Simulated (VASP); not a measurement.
Given:

```
CELL_PARAMETERS angstrom
      0.00000     3.31301     3.31301
      3.31301     0.00000     3.31301
      3.31301     3.31301     0.00000
ATOMIC_POSITIONS crystal
  K  0.00000 0.00000 0.00000
  Br 0.50000 0.50000 0.50000
```

Calculation: MS2 meta-GGA, VASP's PBE PAW potentials (set 64) (plane waves; VASP). Run with 520 eV cut-off, 8×8×8 Γ-centred mesh, tetrahedra with Blöchl corrections, potentials K_sv Br.

Problem. Predict the energy per atom (σ→0), band gap (over mesh and band path) with the smallest direct gap where there is one.

Solution. 
```
Property                                                    Value
---------------------------------------------  ------------------
band gap (over mesh and band path)                        5.10 eV
smallest direct gap (over mesh and band path)             5.10 eV
energy per atom (σ→0)                          -607.7 kJ/mol-atom
```

The compound is KBr in the rock salt structure. It was relaxed first.
